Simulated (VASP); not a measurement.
Calculation: PBEsol GGA, VASP's PBE PAW potentials (set 64) (plane waves; VASP).

VASP ran on this input.

INCAR:
```
SYSTEM  =  LiCl
ENCUT  =  520
LREAL  =  .False.
EDIFF  =  1E-7   ! SCF stop (eV)
LASPH  =  .True.   ! aspherical one-centre terms
LORBIT  =  11   ! lm-projected
NELM  =  100   ! most electronic steps
LWAVE  =  .False.
ISMEAR  =  0   ! Gaussian
ICHARG  =  11   ! fixed density
GGA  =  PS   ! PBEsol
LCHARG  =  .False.
PREC  =  Accurate
ALGO  =  Normal   ! blocked Davidson
SIGMA  =  0.05   ! width (eV)
```

### KPOINTS
```
k-points along high-symmetry lines
15
Line-mode
Reciprocal
  0.000000   0.000000   0.000000 ! GAMMA
  0.500000   0.000000   0.500000 ! X

  0.500000   0.000000   0.500000 ! X
  0.625000   0.250000   0.625000 ! U

  0.375000   0.375000   0.750000 ! K
  0.000000   0.000000   0.000000 ! GAMMA

  0.000000   0.000000   0.000000 ! GAMMA
  0.500000   0.500000   0.500000 ! L

  0.500000   0.500000   0.500000 ! L
  0.500000   0.250000   0.750000 ! W

  0.500000   0.250000   0.750000 ! W
  0.500000   0.000000   0.500000 ! X
```

**POSCAR**
```
LiCl
1
    0.0000000000     2.5308879788     2.5308879788
    2.5308879788     0.0000000000     2.5308879788
    2.5308879788     2.5308879788     0.0000000000
Li Cl
1 1
Direct
  0.0000000000   0.0000000000   0.0000000000
  0.5000000000   0.5000000000   0.5000000000
```

POTCAR, in this order: Li_sv Cl (PBE.64 set). Program: vasp_std. Read from the step before: CHGCAR.

What VASP printed:

File OSZICAR:
```
       N       E                     dE             d eps       ncg     rms          rms(c)
DAV:   1     0.412567684514E+02    0.41257E+02   -0.43345E+03  1620   0.103E+03
DAV:   2    -0.554561863447E+01   -0.46802E+02   -0.44339E+02  2180   0.158E+02
DAV:   3    -0.717410387121E+01   -0.16285E+01   -0.16270E+01  2061   0.358E+01
DAV:   4    -0.720533946621E+01   -0.31236E-01   -0.31183E-01  2542   0.473E+00
DAV:   5    -0.720559046227E+01   -0.25100E-03   -0.25099E-03  2195   0.377E-01
DAV:   6    -0.720559354538E+01   -0.30831E-05   -0.30831E-05  2476   0.344E-02
DAV:   7    -0.720559357369E+01   -0.28316E-07   -0.28302E-07  2311   0.288E-03
   1 F= -.72055936E+01 E0= -.72055936E+01  d E =-.192517E-13
```

### OUTCAR
```
 val. band max:        0.8453291824   @ k =   0.0804   0.0804   0.1607

 cond. band min:       7.2106201119   @ k =   0.0000   0.0000   0.0000



 k-point     1 :       0.0000    0.0000    0.0000
  band No.  band energies     occupation
      1     -41.9096      2.00000
      2     -12.6971      2.00000
      3       0.8418      2.00000
      4       0.8418      2.00000
      5       0.8418      2.00000
      6       7.2106      0.00000
      7      12.6852      0.00000
      8      12.6852      0.00000
      9      12.6852      0.00000

 k-point     2 :       0.0357    0.0000    0.0357
  band No.  band energies     occupation
      1     -41.9095      2.00000
      2     -12.6877      2.00000
      3       0.7963      2.00000
      4       0.8242      2.00000
      5       0.8242      2.00000
      6       7.2751      0.00000
      7      12.5691      0.00000
      8      12.6924      0.00000
      9      12.6924      0.00000

 k-point     3 :       0.0714    0.0000    0.0714
  band No.  band energies     occupation
      1     -41.9093      2.00000
      2     -12.6597      2.00000
      3       0.6642      2.00000
      4       0.7727      2.00000
      5       0.7727      2.00000
      6       7.4631      0.00000
      7      12.2655      0.00000
      8      12.7185      0.00000
      9      12.7186      0.00000

 k-point     4 :       0.1071    0.0000    0.1071
  band No.  band energies     occupation
      1     -41.9090      2.00000
      2     -12.6139      2.00000
      3       0.4577      2.00000
      4       0.6912      2.00000
      5       0.6912      2.00000
      6       7.7618      0.00000
      7      11.8590      0.00000
      8      12.7176      0.00000
      9      12.7731      0.00000

 k-point     5 :       0.1429    0.0000    0.1429
  band No.  band energies     occupation
      1     -41.9086      2.00000
      2     -12.5515      2.00000
      3       0.1928      2.00000
      4       0.5855      2.00000
...
```

The density is held fixed in this step, so its total energy and stress have no physical meaning.

The compound is LiCl in the rock salt structure. It was relaxed first.
